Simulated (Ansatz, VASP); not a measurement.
RuC4 in VASP and in Ansatz

Contents of INCAR:

```
ALGO     = Normal         # electronic algorithm
EDIFF    = 1E-6           # SCF threshold, eV
ENCUT    = 520            # plane-wave cutoff, eV
GGA      = PE             # functional
ISIF     = 2              # what is computed and relaxed
ISMEAR   = 0              # smearing method
LASPH    = True           # aspherical terms in the spheres
LCHARG   = False          # write CHGCAR
LREAL    = False          # projectors in reciprocal space
LWAVE    = False          # write WAVECAR
NBANDS   = 23             # bands
NELM     = 100            # most SCF steps
PREC     = Accurate       # precision mode
SIGMA    = 0.1            # smearing width, eV
```

Contents of KPOINTS:

```
k-points
0
Gamma
  6 6 4
```

File POSCAR:

```
RuC4
1.0
    3.8367578600      0.0000000000      0.0000000000
   -1.9183789300      3.3227297800      0.0000000000
    0.0000000000      0.0000000000      3.8173781500
Ru C
1 4
Direct
    0.0000000000      0.0000000000      0.5000000000
    0.5000000000      0.0000000000      0.0000000000
    0.0000000000      0.5000000000      0.0000000000
    0.5000000000      0.5000000000      0.0000000000
    0.0000000000      0.0000000000      0.0000000000
```

Input for Ansatz:

```yaml
crystal:
  lattice:
    - [3.83675786, 0.0, 0.0]
    - [-1.91837893, 3.32272978, 0.0]
    - [0.0, 0.0, 3.81737815]
  atoms:
    - { symbol: Ru, position: [0.0, 0.0, 0.5] }
    - { symbol: C, position: [0.5, 0.0, 0.0] }
    - { symbol: C, position: [0.0, 0.5, 0.0] }
    - { symbol: C, position: [0.5, 0.5, 0.0] }
    - { symbol: C, position: [0.0, 0.0, 0.0] }
basis:
  ecutwfc: 420
kpoints:
  mp_grid: { grid: [6, 6, 4] }
hamiltonian:
  xc: pbe
scf:
  occupations: { method: gaussian, width: 0.1 }
  lower_state_search: "off"
output:
  forces: true
  stress: true
  eigenvalues: true
```

Alike in both runs: task single point; functional PBE; k mesh 6 × 6 × 4; occupations gaussian, width 0.1 eV; no spin polarisation.

|  | VASP | Ansatz |
| --- | --- | --- |
| version | VASP 6.6.1 | Ansatz 0.2.0 |
| potentials or method | VASP PAW PBE potentials, release 64 (Ru_pv, C) | scalar-relativistic, plane waves, PAW |
| plane-wave cutoff (eV) | 520 | 420 |
| valence electrons in the cell | 30 | 32 |

|  | VASP | Ansatz | Ansatz less VASP |
| --- | --- | --- | --- |
| gap on the k mesh at the Fermi level (eV) | none | none | - |
| pressure (GPa) | 7.1 | 7.1 | +0.01 |
| largest component of the traceless stress (GPa) | 4.95 | 4.94 | -0.014 |

A gap of «none» marks a metal or a gap that the smearing closes. The two sets of potentials don't hold the same shells in valence.

Caveats: the k mesh is coarse (spacing up to 0.41 Å⁻¹), so the values aren't converged.
